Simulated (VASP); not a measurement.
# TiO2 (P4_2/mnm) in VASP: Born charges and dielectric tensor with LDA

Aim: the Born charges and dielectric tensor of TiO2 with LDA.

Everything below comes from runs of VASP 6.6.1. Logs are shortened: lines on timing, memory, paths and dates and some standing lists are left out, and cuts for length are marked.

**Experimental background.**

From “Shallow Valence Band of Rutile GeO2 and P-type Doping”, 2020, arxiv:2011.08928, for a bulk crystal of TiO2 at 1.6 K: band gap 3.03 eV (direct).

How close the calculation comes is told below.

### Step 1. Starting point

Symmetry: P4_2/mnm, No. 136, tetragonal system. Conventional cell: a = 4.689 Å, b = 4.689 Å, c = 2.983 Å, α = 90.00°, β = 90.00°, γ = 90.00°. Ti (site symmetry mmm) is surrounded by 6 O at 1.97 to 2.03 Å. O (site symmetry m2m) is surrounded by 3 Ti at 1.97 to 2.03 Å.

### Step 2. Born charges and dielectric tensor, LDA

INCAR

```
PREC = Accurate
ENCUT = 600
EDIFF = 1E-8
ISMEAR = 0
SIGMA = 0.02
LREAL = F
LASPH = T
NELM = 60
ALGO = Normal
ISIF = 2
LWAVE = F
LCHARG = F
GGA = CA
LEPSILON = T
IBRION = 8
NSW = 1
```

KPOINTS

```
regular mesh
0
Gamma
  6 6 10
```

POSCAR

```
TiO2
1.0
    4.6887700000      0.0000000000      0.0000000000
    0.0000000000      4.6887700000      0.0000000000
    0.0000000000      0.0000000000      2.9825200000
Ti O
2 4
Direct
    0.0000000000      0.0000000000      0.0000000000
    0.5000000000      0.5000000000      0.5000000000
    0.3057300000      0.3057300000      0.0000000000
    0.1942700000      0.8057300000      0.5000000000
    0.6942700000      0.6942700000      0.0000000000
    0.8057300000      0.1942700000      0.5000000000
```

Potentials or basis: VASP PAW LDA potentials, release 64 (Ti_sv, O).

On the command line:

```bash
$ cat potpaw_LDA.64/Ti_sv/POTCAR potpaw_LDA.64/O/POTCAR > POTCAR
$ mpirun -np 1 vasp_std > vasp.out
```

OUTCAR:

```text
PREC = Accurate
   ENCUT = 600
   EDIFF = 1E-8
   ISMEAR = 0
   LREAL = F
   LASPH = T
   NELM = 60
   ISIF = 2
   GGA = CA
   LEPSILON = T
   IBRION = 8
   NSW = 1

 ion  position               nearest neighbor table
   1  0.000  0.000  0.000-   4 1.97   6 1.97   4 1.97   6 1.97   5 2.03   3 2.03
   2  0.500  0.500  0.500-   3 1.97   5 1.97   3 1.97   5 1.97   4 2.03   6 2.03
   3  0.306  0.306  0.000-   2 1.97   2 1.97   1 2.03
   4  0.194  0.806  0.500-   1 1.97   1 1.97   2 2.03
   5  0.694  0.694  0.000-   2 1.97   2 1.97   1 2.03
   6  0.806  0.194  0.500-   1 1.97   1 1.97   2 2.03

  LATTYP: Found a simple tetragonal cell.
 ALAT       =     4.6887700000
 C/A-ratio  =     0.6360985930

  Lattice vectors:

 A1 = (   4.6887700000,   0.0000000000,   0.0000000000)
 A2 = (   0.0000000000,   4.6887700000,   0.0000000000)
 A3 = (   0.0000000000,   0.0000000000,   2.9825200000)

Analysis of symmetry for initial positions (statically):
=====================================================================
 Subroutine PRICEL returns:
 Original cell was already a primitive cell.

 Routine SETGRP: Setting up the symmetry group for a
 simple tetragonal supercell.

 Subroutine GETGRP returns: Found 16 space group operations
 (whereof  8 operations were pure point group operations)
 out of a pool of 16 trial point group operations.

The static configuration has the point symmetry D_2h.
 The point group associated with its full space group is D_4h.

Analysis of symmetry for dynamics (positions and initial velocities):
=====================================================================
 Subroutine PRICEL returns:
 Original cell was already a primitive cell.

 Routine SETGRP: Setting up the symmetry group for a
 simple tetragonal supercell.

 Subroutine GETGRP returns: Found 16 space group operations
 (whereof  8 operations were pure point group operations)
 out of a pool of 16 trial point group operations.

The dynamic configuration has the point symmetry D_2h.
 The point group associated with its full space group is D_4h.

 Subroutine INISYM returns: Found 16 space group operations
 (whereof  8 operations are pure point group operations),
 and found     1 'primitive' translations

----------------------------------------------------------------------------------------

                                     Primitive cell

  volume of cell :      65.5694

[... 999 lines left out ...]
  x     0.00000     0.00000     0.00000     0.00000     0.00000     0.00000
  y     0.00000     0.00000     0.00000     0.00000     0.00000     0.00000
  z     0.00000     0.00000     0.00000     0.00000     0.00000     0.00000

 PIEZOELECTRIC TENSOR (including local field effects)  for field in x, y, z        (C/m^2)
          XX          YY          ZZ          XY          YZ          ZX
  --------------------------------------------------------------------------------
  x     0.00000     0.00000     0.00000     0.00000     0.00000     0.00000
  y     0.00000     0.00000     0.00000     0.00000     0.00000     0.00000
  z     0.00000     0.00000     0.00000     0.00000     0.00000     0.00000

 BORN EFFECTIVE CHARGES (including local field effects) (in |e|, cummulative output)
 ---------------------------------------------------------------------------------
 ion    1
    1     6.16532     1.03176     0.00000
    2     1.03176     6.16532     0.00000
    3     0.00000     0.00000     7.85878
 ion    2
    1     6.16532    -1.03176     0.00000
    2    -1.03176     6.16532     0.00000
    3     0.00000     0.00000     7.85878
 ion    3
    1    -3.08266    -1.75246     0.00000
    2    -1.75246    -3.08266     0.00000
    3     0.00000     0.00000    -3.92939
 ion    4
    1    -3.08266     1.75246     0.00000
    2     1.75246    -3.08266     0.00000
    3     0.00000     0.00000    -3.92939
 ion    5
    1    -3.08266    -1.75246     0.00000
    2    -1.75246    -3.08266     0.00000
    3     0.00000     0.00000    -3.92939
 ion    6
    1    -3.08266     1.75246     0.00000
    2     1.75246    -3.08266     0.00000
    3     0.00000     0.00000    -3.92939

 INTERNAL STRAIN TENSOR FOR ION    6 for displacements in x,y,z  (eV/Angst):
          X           Y           Z          XY          YZ          ZX
  --------------------------------------------------------------------------------
  x     5.56207     3.16682     2.49024    -0.51826     0.00000     0.00000
  y    -3.16682    -5.56207    -2.49024     0.54293     0.00000     0.00000
  z     0.00000     0.00000     0.00000     0.00000    -3.83278     2.80148

 SECOND DERIVATIVES (NOT SYMMETRIZED)
 ------------------------------------
               1X          1Y          1Z          2X          2Y          2Z          3X          3Y          3Z          4X          4Y          4Z          5X          5Y          5Z          6X          6Y          6Z
  1X   -13.259101    5.769957    0.000000   13.219655    0.001199    0.000000   -1.906732   -1.937536    0.000000    1.926455   -0.948042    0.000000   -1.906732   -1.937536    0.000000    1.926455   -0.948042    0.000000
  1Y     5.769957  -13.259101    0.000000    0.001199   13.219655    0.000000   -1.937536   -1.906732    0.000000   -0.948042    1.926455    0.000000   -1.937536   -1.906732    0.000000   -0.948042    1.926455    0.000000
  1Z     0.000000    0.000000    1.942740    0.000000    0.000000    0.412802    0.000000    0.000000    0.238200    0.000000    0.000000   -1.415971    0.000000    0.000000    0.238200    0.000000    0.000000   -1.415971
  2X    13.219655   -0.001199    0.000000  -13.259101   -5.769957    0.000000    1.926455    0.948042    0.000000   -1.906732    1.937536    0.000000    1.926455    0.948042    0.000000   -1.906732    1.937536    0.000000
  2Y    -0.001199   13.219655    0.000000   -5.769957  -13.259101    0.000000    0.948042    1.926455    0.000000    1.937536   -1.906732    0.000000    0.948042    1.926455    0.000000    1.937536   -1.906732    0.000000
  2Z     0.000000    0.000000    0.412802    0.000000    0.000000    1.942740    0.000000    0.000000   -1.415971    0.000000    0.000000    0.238200    0.000000    0.000000   -1.415971    0.000000    0.000000    0.238200
  3X    -1.910302   -1.924018    0.000000    1.918323    0.948893    0.000000   -9.524260   -3.931405    0.000000   -0.616067    0.841250    0.000000    5.214171    4.912794    0.000000    4.918134   -0.847514    0.000000
  3Y    -1.924018   -1.910302    0.000000    0.948893    1.918323    0.000000   -3.931405   -9.524260    0.000000   -0.847514    4.918134    0.000000    4.912794    5.214171    0.000000    0.841250   -0.616067    0.000000
  3Z     0.000000    0.000000    0.193397    0.000000    0.000000   -1.376998    0.000000    0.000000   -5.870734    0.000000    0.000000    1.774951    0.000000    0.000000    3.504433    0.000000    0.000000    1.774951
  4X     1.918323   -0.948893    0.000000   -1.910302    1.924018    0.000000   -0.616067   -0.841250    0.000000   -9.524260    3.931405    0.000000    4.918134    0.847514    0.000000    5.214171   -4.912794    0.000000
  4Y    -0.948893    1.918323    0.000000    1.924018   -1.910302    0.000000    0.847514    4.918134    0.000000    3.931405   -9.524260    0.000000   -0.841250   -0.616067    0.000000   -4.912794    5.214171    0.000000
  4Z     0.000000    0.000000   -1.376998    0.000000    0.000000    0.193397    0.000000    0.000000    1.774951    0.000000    0.000000   -5.870734    0.000000    0.000000    1.774951    0.000000    0.000000    3.504433
  5X    -1.910302   -1.924018    0.000000    1.918323    0.948893    0.000000    5.214171    4.912794    0.000000    4.918134   -0.847514    0.000000   -9.524260   -3.931405    0.000000   -0.616067    0.841250    0.000000
  5Y    -1.924018   -1.910302    0.000000    0.948893    1.918323    0.000000    4.912794    5.214171    0.000000    0.841250   -0.616067    0.000000   -3.931405   -9.524260    0.000000   -0.847514    4.918134    0.000000
  5Z     0.000000    0.000000    0.193397    0.000000    0.000000   -1.376998    0.000000    0.000000    3.504433    0.000000    0.000000    1.774951    0.000000    0.000000   -5.870734    0.000000    0.000000    1.774951
  6X     1.918323   -0.948893    0.000000   -1.910302    1.924018    0.000000    4.918134    0.847514    0.000000    5.214171   -4.912794    0.000000   -0.616067   -0.841250    0.000000   -9.524260    3.931405    0.000000
  6Y    -0.948893    1.918323    0.000000    1.924018   -1.910302    0.000000   -0.841250   -0.616067    0.000000   -4.912794    5.214171    0.000000    0.847514    4.918134    0.000000    3.931405   -9.524260    0.000000
  6Z     0.000000    0.000000   -1.376998    0.000000    0.000000    0.193397    0.000000    0.000000    1.774951    0.000000    0.000000    3.504433    0.000000    0.000000    1.774951    0.000000    0.000000   -5.870734

 Eigenvectors and eigenvalues of the dynamical matrix
 ----------------------------------------------------

   1 f  =   21.692297 THz   136.296722 2PiTHz  723.577141 cm-1    89.712091 meV
             X         Y         Z           dx          dy          dz
      0.000000  0.000000  0.000000    -0.000000    0.000000    0.000000
      2.344385  2.344385  1.491260     0.000000   -0.000000   -0.000000
      1.433498  1.433498  0.000000     0.353553    0.353553    0.000000
      0.910887  3.777883  1.491260     0.353553   -0.353553   -0.000000
      3.255272  3.255272  0.000000    -0.353553   -0.353553    0.000000
      3.777883  0.910887  1.491260    -0.353553    0.353553    0.000000
[... 145 lines left out ...]
  18 f/i=    5.486645 THz    34.473604 2PiTHz  183.014762 cm-1    22.690928 meV
             X         Y         Z           dx          dy          dz
      0.000000  0.000000  0.000000     0.000000    0.000000    0.446887
      2.344385  2.344385  1.491260     0.000000   -0.000000    0.446887
      1.433498  1.433498  0.000000    -0.000000   -0.000000   -0.387487
      0.910887  3.777883  1.491260    -0.000000   -0.000000   -0.387487
      3.255272  3.255272  0.000000    -0.000000   -0.000000   -0.387487
      3.777883  0.910887  1.491260    -0.000000   -0.000000   -0.387487

--------------------------------------------------------------------------------------------------------

 MACROSCOPIC STATIC DIELECTRIC TENSOR IONIC CONTRIBUTION
 ------------------------------------------------------
           0.277829    -0.000000     0.000000
          -0.000000     0.277829    -0.000000
           0.000000    -0.000000     0.000000
 ------------------------------------------------------

 ELASTIC MODULI CONTR FROM IONIC RELAXATION (kBar)
 Direction    XX          YY          ZZ          XY          YZ          ZX
 --------------------------------------------------------------------------------
 XX        -364.4540    -90.7568   -129.8657      0.0000      0.0000      0.0000
 YY         -90.7568   -364.4540   -129.8657     -0.0000     -0.0000      0.0000
 ZZ        -129.8657   -129.8657    -74.0980      0.0000      0.0000      0.0000
 XY           0.0000     -0.0000     -0.0000     -1.7895      0.0000      0.0000
 YZ           0.0000     -0.0000      0.0000      0.0000   -153.1506      0.0000
 ZX           0.0000      0.0000      0.0000      0.0000      0.0000    -81.8213
 --------------------------------------------------------------------------------

 PIEZOELECTRIC TENSOR IONIC CONTR  for field in x, y, z        (C/m^2)
          XX          YY          ZZ          XY          YZ          ZX
  --------------------------------------------------------------------------------
  x     0.00000    -0.00000    -0.00000     0.00000    -0.00000    -0.00000
  y     0.00000     0.00000     0.00000     0.00000     0.00000     0.00000
  z    -0.00000    -0.00000    -0.00000     0.00000     0.00000     0.00000
```

Run time: 63 min. Hardware: 1 thread of Intel Xeon Platinum 8259CL at 2.50GHz (Skylake/Cascade Lake), shared host; peak memory 0.74 GiB.

Results:

| Item | Value |
| --- | --- |
| Band gap on the k mesh | 1.73 eV, direct |
| Electronic dielectric tensor (diagonal) | 7.55, 7.55, 9.37 |
| Born charges (mean of the diagonal) | Ti +6.73; O -3.36 e |
| Highest phonon frequency at Γ, LO-TO splitting left out | 724 cm⁻¹ |
| Most unstable mode | 183i cm⁻¹ |

Levels at points of the mesh, in eV from the valence-band top:
```
           k point  band 20  band 21  band 22  band 23  band 24  band 25  band 26  band 27  band 28
(0.00, 0.00, 0.00)    -1.84    -0.64    -0.41    -0.41     0.00     1.73     1.99     2.29     2.35
(0.50, 0.00, 0.00)    -2.92    -1.51    -1.51    -0.69    -0.69     2.35     2.35     2.81     2.81
(0.50, 0.50, 0.00)    -2.08    -1.21    -1.21    -1.02    -1.02     1.76     1.76     2.37     2.37
(0.00, 0.00, 0.50)    -2.70    -2.18    -2.18    -1.39    -1.39     2.75     2.75     3.01     3.01
(0.50, 0.00, 0.50)    -2.31    -1.97    -1.97    -0.95    -0.95     1.76     1.76     3.03     3.03
(0.50, 0.50, 0.50)    -2.68    -1.16    -1.16    -0.67    -0.67     2.40     2.40     3.02     3.02
```

Phonon frequencies in cm⁻¹ (negative: imaginary):
```tsv
q point	frequencies
(0.000, 0.000, 0.000)	-183 -155 -155 -114 0 0 0 187 324 342 342 399 399 407 452 452 527 724
```

Electronic dielectric tensor:
```
7.55 0.00 0.00
0.00 7.55 0.00
0.00 0.00 9.37
```

Born effective charge tensors (e):
atom 1, Ti
```
6.17 1.03 0.00
1.03 6.17 0.00
0.00 0.00 7.86
```
atom 2, Ti
```
 6.17 -1.03  0.00
-1.03  6.17  0.00
 0.00  0.00  7.86
```
atom 3, O
```
-3.08 -1.75  0.00
-1.75 -3.08  0.00
 0.00  0.00 -3.93
```
atom 4, O
```
-3.08  1.75  0.00
 1.75 -3.08  0.00
 0.00  0.00 -3.93
```
atom 5, O
```
-3.08 -1.75  0.00
-1.75 -3.08  0.00
 0.00  0.00 -3.93
```
atom 6, O
```
-3.08  1.75  0.00
 1.75 -3.08  0.00
 0.00  0.00 -3.93
```

Caveat: some modes are imaginary.

### Step 3. Against experiment

Step 2. A measured gap of TiO2 is 3.03 eV (direct; 1.6 K; quoted in “Shallow Valence Band of Rutile GeO2 and P-type Doping”, 2020, arxiv:2011.08928); the calculated 1.73 eV misses it by -1.30 eV. 2 values of this kind are on record in papers (3.03 to 3.05 eV); this one was drawn at random among those near their median. The value is that of LDA on a finite k mesh, which can miss the band edges, without temperature or zero-point motion. Semilocal functionals fall short of measured gaps as a rule.
